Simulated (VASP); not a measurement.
# NaY (Pm-3m) in VASP: a series of runs

The runs below take NaY through relaxation of cell and atoms, with PBE.

Everything below comes from runs of VASP 6.6.1. Logs are shortened: lines on timing, memory, paths and dates and some standing lists are left out, and cuts for length are marked.

## (1) The crystal as given

It takes space group Pm-3m (No. 221, cubic). The conventional cell has a = 4.012 Å, b = 4.012 Å, c = 4.012 Å, α = 90.00°, β = 90.00°, γ = 90.00°. Na (site symmetry m-3m) is surrounded by 8 Y at 3.47 Å. Y (site symmetry m-3m) is surrounded by 8 Na at 3.47 Å.

The cell was built by a generator and needn't be a form met in nature.

## (2) Relaxation of cell and atoms, PBE, target pressure 5 GPa, at which the enthalpy is minimised

INCAR reads:

```
SYSTEM = NaY
  PREC = Accurate
  ENCUT = 600
  EDIFF = 1E-6
  ISMEAR = -1
  SIGMA = 0.05
  LREAL = .False.
  LASPH = .True.
  NELM = 60
  ALGO = Normal
  ISIF = 3
  LWAVE = .False.
  LCHARG = .False.
  GGA = PE
  IBRION = 2
  NSW = 40
  EDIFFG = -0.005
  PSTRESS = 50
```

KPOINTS reads:

```
regular mesh
0
Gamma
  7 7 7
  0 0 0
```

POSCAR reads:

```
NaY
1.0
    4.0118800000      0.0000000000      0.0000000000
    0.0000000000      4.0118800000      0.0000000000
    0.0000000000      0.0000000000      4.0118800000
Na Y
1 1
Direct
    0.0000000000      0.0000000000      0.0000000000
    0.5000000000      0.5000000000      0.5000000000
```

Potentials or basis: VASP PAW PBE potentials, release 64 (Na_pv, Y_sv).

Started as:

```console
cat potpaw_PBE.64/Na_pv/POTCAR potpaw_PBE.64/Y_sv/POTCAR > POTCAR
mpirun -np 1 vasp_std > vasp.out
```

OUTCAR:

```text
SYSTEM = NaY
   PREC = Accurate
   ENCUT = 600
   EDIFF = 1E-6
   ISMEAR = -1
   LREAL = .False.
   LASPH = .True.
   NELM = 60
   ISIF = 3
   GGA = PE
   IBRION = 2
   NSW = 40
   EDIFFG = -0.005
   PSTRESS = 50

 ion  position               nearest neighbor table
   1  0.000  0.000  0.000-   2 3.47   2 3.47   2 3.47   2 3.47   2 3.47   2 3.47   2 3.47   2 3.47

   2  0.500  0.500  0.500-   1 3.47   1 3.47   1 3.47   1 3.47   1 3.47   1 3.47   1 3.47   1 3.47

  LATTYP: Found a simple cubic cell.
 ALAT       =     4.0118800000

  Lattice vectors:

 A1 = (   4.0118800000,   0.0000000000,   0.0000000000)
 A2 = (   0.0000000000,   4.0118800000,   0.0000000000)
 A3 = (   0.0000000000,   0.0000000000,   4.0118800000)

Analysis of symmetry for initial positions (statically):
=====================================================================
 Subroutine PRICEL returns:
 Original cell was already a primitive cell.

 Routine SETGRP: Setting up the symmetry group for a
 simple cubic supercell.

 Subroutine GETGRP returns: Found 48 space group operations
 (whereof 48 operations were pure point group operations)
 out of a pool of 48 trial point group operations.

The static configuration has the point symmetry O_h .

Analysis of symmetry for dynamics (positions and initial velocities):
=====================================================================
 Subroutine PRICEL returns:
 Original cell was already a primitive cell.

 Routine SETGRP: Setting up the symmetry group for a
 simple cubic supercell.

 Subroutine GETGRP returns: Found 48 space group operations
 (whereof 48 operations were pure point group operations)
 out of a pool of 48 trial point group operations.

The dynamic configuration has the point symmetry O_h .

 Subroutine INISYM returns: Found 48 space group operations
 (whereof 48 operations are pure point group operations),
 and found     1 'primitive' translations

----------------------------------------------------------------------------------------

                                     Primitive cell

  volume of cell :      64.5719

  direct lattice vectors                    reciprocal lattice vectors
     4.011880000  0.000000000  0.000000000     0.249259699  0.000000000  0.000000000
     0.000000000  4.011880000  0.000000000     0.000000000  0.249259699  0.000000000
     0.000000000  0.000000000  4.011880000     0.000000000  0.000000000  0.249259699

  length of vectors
     4.011880000  4.011880000  4.011880000     0.249259699  0.249259699  0.249259699

  position of ions in fractional coordinates (direct lattice)
     0.000000000  0.000000000  0.000000000
     0.500000000  0.500000000  0.500000000

  ion indices of the primitive-cell ions
   primitive index   ion index
                 1           1
                 2           2

----------------------------------------------------------------------------------------

 KPOINTS: regular mesh

Automatic generation of k-mesh.
 Grid dimensions read from file:
 generate k-points for:    7    7    7

 Generating k-lattice:

  Cartesian coordinates                     Fractional coordinates (reciprocal lattice)
     0.035608528  0.000000000  0.000000000     0.142857143  0.000000000  0.000000000
     0.000000000  0.035608528  0.000000000     0.000000000  0.142857143  0.000000000
     0.000000000  0.000000000  0.035608528     0.000000000  0.000000000  0.142857143

  Length of vectors
     0.035608528  0.035608528  0.035608528

  Shift w.r.t. Gamma in fractional coordinates (k-lattice)
     0.000000000  0.000000000  0.000000000

 Subroutine IBZKPT returns following result:
 ===========================================

 Found     20 irreducible k-points:

 Following reciprocal coordinates:
            Coordinates               Weight
  0.000000  0.000000  0.000000      1.000000
  0.142857  0.000000  0.000000      6.000000
  0.285714  0.000000  0.000000      6.000000
  0.428571  0.000000  0.000000      6.000000
  0.142857  0.142857  0.000000     12.000000
  0.285714  0.142857  0.000000     24.000000
[... 12 lines left out ...]
  0.428571  0.428571  0.285714     24.000000
  0.428571  0.428571  0.428571      8.000000
   k-points           NKPTS =     20   k-points in BZ     NKDIM =     20   number of bands    NBANDS=     13
   number of dos      NEDOS =    301   number of ions     NIONS =      2
   total plane-waves  NPLWV =  32768
   dimension x,y,z NGX =    32 NGY =   32 NGZ =   32
   dimension x,y,z NGXF=    64 NGYF=   64 NGZF=   64
   ions per type =               1   1
   NGX,Y,Z   is equivalent  to a cutoff of  13.26, 13.26, 13.26 a.u.
   NGXF,Y,Z  is equivalent  to a cutoff of  26.52, 26.52, 26.52 a.u.
 SYSTEM =  NaY
   PREC   = accura    normal or accurate (medium, high low for compatibility)
   ISTART =      0    job   : 0-new  1-cont  2-samecut
   ICHARG =      2    charge: 1-file 2-atom 10-const
   ISPIN  =      1    spin polarized calculation?
   LNONCOLLINEAR =      F non collinear calculations
   LSORBIT =      F    spin-orbit coupling
   LASPH  =      T    aspherical Exc in radial PAW
   ENCUT  =  600.0 eV  44.10 Ry    6.64 a.u.   8.01  8.01  8.01*2*pi/ulx,y,z
   NELM   =     60;   NELMIN=  2; NELMDL= -5     # of ELM steps
   EDIFF  = 0.1E-05   stopping-criterion for ELM
   LREAL  =      F    real-space projection
   EDIFFG = -.5E-02   stopping-criterion for IOM
   NSW    =     40    number of steps for IOM
   IBRION =      2    ionic relax: 0-MD 1-quasi-New 2-CG
   NFREE  =      1    steps in history (QN), initial steepest desc. (CG)
   ISIF   =      3    stress and relaxation
   ISYM   =      2    0-nonsym 1-usesym 2-fastsym
   POTIM  = 0.5000    time-step for ionic-motion
   TEBEG  =    0.0;   TEEND  =   0.0 temperature during run
   PSTRESS=   50.0 pullay stress
   NELECT =      18.0000    total number of electrons
   NUPDOWN=      -1.0000    fix difference up-down
   EMIN   =  10.00;   EMAX   =-10.00  energy-range for DOS
   EFERMI =   0.00;   METHOD = LEGACY
   ISMEAR =    -1;   SIGMA  =   0.05  broadening in eV -4-tet -1-fermi 0-gaus
   EFERMI_NEDOS =   21; number of points for ismear=-14 and -15
   IALGO  =     38    algorithm
   IMIX   =      4    mixing-type and parameters
     AMIX     =   0.40;   BMIX     =  1.00
     AMIX_MAG =   1.60;   BMIX_MAG =  1.00
  volume/ion in A,a.u.               =      32.29       217.88
  Fermi-wavevector in a.u.,A,eV,Ry     =   1.069427  2.020924 15.560625  1.143674
  Thomas-Fermi vector in A             =   2.205106
   LORBIT       =      0    0 simple, 1 ext, 2 COOP (PROOUT), +10 PAW based schemes
   GGA     = PE    functional components
   LHFCALC =     F    Hartree Fock is set to
   AEXX    =    0.0000 exact exchange contribution
   IVDW    =     0    specifies the selected vdW correction
   LEPSILON=     F    determine dielectric tensor
   LRPA    =     F    only Hartree local field effects (RPA)
 conjugate gradient relaxation of ions
 non-spin polarized calculation
  energy-cutoff  :      600.00
  volume of cell :       64.57
 maximum number of plane-waves:      2179
   NGX = 17   NGY = 17   NGZ = 17

--------------------------------------- Ionic step        1  -------------------------------------------

 number of electron      17.9999982 magnetization

 Free energy of the ion-electron system (eV)
  ---------------------------------------------------
  ext. energy  EPLUGINS =         0.00000000
  ---------------------------------------------------
  free energy    TOTEN  =        -6.90311415 eV

  energy without entropy =       -6.87564059  energy(sigma->0) =       -6.88937737

------------------------ aborting loop because EDIFF is reached ----------------------------------------

  FORCE on cell =-STRESS in cart. coord.  units (eV):
  Direction    XX          YY          ZZ          XY          YZ          ZX
  --------------------------------------------------------------------------------------
  -------------------------------------------------------------------------------------
  Total        0.0028429      0.0028429      0.0028429     -0.0000000      0.0000000     -0.0000000
  in kB        0.0705384      0.0705384      0.0705384     -0.0000000      0.0000000     -0.0000000
  external PRESSURE =     -49.9294616 kB  Pullay stress =      50.0000000 kB

 VOLUME and BASIS-vectors are now :
 -----------------------------------------------------------------------------
  energy-cutoff  :      600.00
  volume of cell :       64.57
      direct lattice vectors                 reciprocal lattice vectors
     4.011880000  0.000000000  0.000000000     0.249259699  0.000000000  0.000000000
     0.000000000  4.011880000  0.000000000     0.000000000  0.249259699  0.000000000
     0.000000000  0.000000000  4.011880000     0.000000000  0.000000000  0.249259699
[... 46 lines left out ...]
  FREE ENERGIE OF THE ION-ELECTRON SYSTEM (eV)
  ---------------------------------------------------
  free  energy   TOTEN  =        -6.7854212839 eV

  energy  without entropy=       -6.7581021575  energy(sigma->0) =       -6.77176172

  enthalpy is  TOTEN    =        -5.0497154374 eV   P V=        1.7357058464

--------------------------------------- Ionic step        3  -------------------------------------------

 number of electron      17.9999996 magnetization

 Free energy of the ion-electron system (eV)
  ---------------------------------------------------
  ext. energy  EPLUGINS =         0.00000000
  ---------------------------------------------------
  free energy    TOTEN  =        -6.77471950 eV

  energy without entropy =       -6.74738222  energy(sigma->0) =       -6.76105086

 E-fermi :   2.5426     XC(G=0):  -8.8767

 val. band max:        2.5080940416   @ k =   0.2857   0.1429   0.1429
 cond. band min:       2.5479697581   @ k =   0.4286   0.4286   0.2857
 fundamental gap:      0.0398757165
 Fermi energy:         2.5425829065

 k-point     1 :       0.0000    0.0000    0.0000
  band No.  band energies     occupation
      1     -40.6236      2.00000
      2     -21.0725      2.00000
      3     -21.0725      2.00000
      4     -21.0725      2.00000
      5     -20.4974      2.00000
      6     -20.4974      2.00000
      7     -20.4974      2.00000
      8      -1.9464      2.00000
      9       2.2610      1.99286
     10       2.2610      1.99286
     11       5.8930      0.00000
     12       5.8930      0.00000
     13       5.8930      0.00000

 k-point     2 :       0.1429    0.0000    0.0000
  band No.  band energies     occupation
      1     -40.6217      2.00000
      2     -21.0736      2.00000
      3     -21.0686      2.00000
      4     -21.0686      2.00000
      5     -20.5329      2.00000
      6     -20.4986      2.00000
      7     -20.4986      2.00000
      8      -1.6830      2.00000
      9       2.3375      1.96748
     10       2.3612      1.94821
     11       5.4829      0.00000
[... 310 lines left out ...]
 POSITION                                       TOTAL-FORCE (eV/Angst)
 -----------------------------------------------------------------------------------
      0.00000      0.00000      0.00000        -0.000000     -0.000000      0.000000
      1.90452      1.90452      1.90452         0.000000      0.000000      0.000000
 -----------------------------------------------------------------------------------
    total drift:                                0.000000      0.000000     -0.000000

  FREE ENERGIE OF THE ION-ELECTRON SYSTEM (eV)
  ---------------------------------------------------
  free  energy   TOTEN  =        -6.7747194962 eV

  energy  without entropy=       -6.7473822201  energy(sigma->0) =       -6.76105086

  enthalpy is  TOTEN    =        -5.0500374330 eV   P V=        1.7246820631

 reached required accuracy - stopping structural energy minimisation
```

It took 23 s on 1 thread of Intel Xeon 6975P-C (Granite Rapids), shared host; peak memory 0.2 GiB.

Results:

- Free energy: -6.7747 eV
- Relaxed volume: 27.63 Å³/atom
- Relaxed cell: a = 3.809 Å, b = 3.809 Å, c = 3.809 Å, α = 90.00°, β = 90.00°, γ = 90.00°
- Space group after relaxing (to 0.05 Å): Pm-3m (No. 221)
- Energy change on relaxing (the enthalpy is what falls): +64.2 meV/atom
- Ionic steps: 3
- Pressure after relaxing: 5.0 GPa
- Band gap on the k mesh: none (metal or under the smearing width)

Step by step:
| step | energy change (eV) | largest force (eV/Å) | pressure (GPa) | volume (Å³) |
| --- | --- | --- | --- | --- |
| 1 | 0.0000 | 0.0000 | 0.01 | 64.57 |
| 2 | 0.1177 | 0.0000 | 4.73 | 55.62 |
| 3 | 0.1284 | 0.0000 | 5.01 | 55.26 |

Final structure:
```cif
data_structure
_symmetry_space_group_name_H-M 'P 1'
_symmetry_Int_Tables_number 1
_cell_length_a 3.8090
_cell_length_b 3.8090
_cell_length_c 3.8090
_cell_angle_alpha 90.000
_cell_angle_beta 90.000
_cell_angle_gamma 90.000
_cell_volume 55.26
loop_
_atom_site_label
_atom_site_type_symbol
_atom_site_fract_x
_atom_site_fract_y
_atom_site_fract_z
_atom_site_occupancy
Na1 Na 0.00000 0.00000 0.00000 1
Y1 Y 0.50000 0.50000 0.50000 1
```

Caveat: the cell is relaxed towards a set pressure, so the enthalpy falls and the energy may rise.

## (3) Relaxation of cell and atoms, PBE, target pressure 10 GPa, at which the enthalpy is minimised

INCAR, as its differences from that of step 2:

```diff
@@ -17,2 +17,2 @@
   EDIFFG = -0.005
-  PSTRESS = 50
+  PSTRESS = 100
```

KPOINTS is that of step 2.

POSCAR is that of step 2.

Potentials or basis: VASP PAW PBE potentials, release 64 (Na_pv, Y_sv).

Started as:

```console
cat potpaw_PBE.64/Na_pv/POTCAR potpaw_PBE.64/Y_sv/POTCAR > POTCAR
mpirun -np 1 vasp_std > vasp.out
```

Wall time 55 s (1 thread of Intel Xeon 6975P-C (Granite Rapids), shared host); peak memory 0.2 GiB.

It converged, with:

```
Free energy                                            : -6.5324 eV
Relaxed volume                                         : 24.96 Å³/atom
Relaxed cell                                           : a = 3.682 Å, b = 3.682 Å, c = 3.682 Å, α = 90.00°, β = 90.00°, γ = 90.00°
Space group after relaxing (to 0.05 Å)                 : Pm-3m (No. 221)
Energy change on relaxing (the enthalpy is what falls) : +185.4 meV/atom
Ionic steps                                            : 12
Pressure after relaxing                                : 10.0 GPa
Band gap on the k mesh                                 : none (metal or under the smearing width)
```

Step by step:
| step | energy change (eV) | largest force (eV/Å) | pressure (GPa) | volume (Å³) |
| --- | --- | --- | --- | --- |
| 1 | 0.0000 | 0.0000 | 0.01 | 64.57 |
| 2 | 0.5389 | 0.0000 | 12.69 | 47.52 |
| 3 | 0.3862 | 0.0000 | 10.14 | 49.67 |
| 4 | 0.3692 | 0.0000 | 9.80 | 49.94 |
| 5 | 0.3694 | 0.0000 | 9.80 | 49.94 |
| 6 | 0.3700 | 0.0000 | 9.86 | 49.93 |
| 7 | 0.3700 | 0.0000 | 9.85 | 49.93 |
| 8 | 0.3701 | 0.0000 | 9.84 | 49.93 |
| 9 | 0.3701 | 0.0000 | 9.84 | 49.92 |
| 10 | 0.3702 | 0.0000 | 9.83 | 49.92 |
| 11 | 0.3704 | 0.0000 | 9.82 | 49.92 |
| 12 | 0.3707 | 0.0000 | 10.03 | 49.91 |

Final structure:
```
Na Y
1.0
     3.68193    0.00000    0.00000
     0.00000    3.68193    0.00000
     0.00000    0.00000    3.68193
Na Y
1 1
Direct
  0.00000 0.00000 0.00000
  0.50000 0.50000 0.50000
```

Levels at points of the mesh, in eV from the Fermi level:
```csv
k point,band 6,band 7,band 8,band 9,band 10,band 11,band 12,band 13
"(0.00, 0.00, 0.00)",-22.74,-22.74,-4.66,-0.38,-0.38,3.74,3.74,3.74
```

Caveat: the cell is relaxed towards a set pressure, so the enthalpy falls and the energy may rise; the volume moved by over 15 % at a fixed basis, so the end points are rough.
